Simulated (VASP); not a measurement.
**SnTe (relaxed from the WC structure, space group P-6m2): computed properties**

All values below come from r2SCAN meta-GGA, VASP's PBE PAW potentials (set 64) (plane waves; VASP 6.6.1).

| Property | Result |
|---|---|
| space group | P-6m2 (187) |
| cell | a = b = 4.220 Å, c = 4.165 Å, α = β = 90.00°, γ = 120.00° |
| volume per atom | 32.12 Å^3/atom |
| band gap (over mesh and band path) | none (metal, semimetal or under 0.01 eV) |
| density | 6.37 g/cm³ |

```
SnTe
1.0
    4.22005     0.00000     0.00000
   -2.11003     3.65467     0.00000
    0.00000     0.00000     4.16536
Sn Te
1 1
Cartesian
  0.00000   0.00000   0.00000
  2.11003   1.21822   2.08268
```

Unless said otherwise, spin-orbit coupling is left out, though it shifts the bands of the heavy elements here.

The structure was generated: SnTe was put into the WC type (P-6m2), which need not be its known phase. It was relaxed first, which changed the volume by +6 %. Symmetry was kept, so distortions that lower it aren't found.
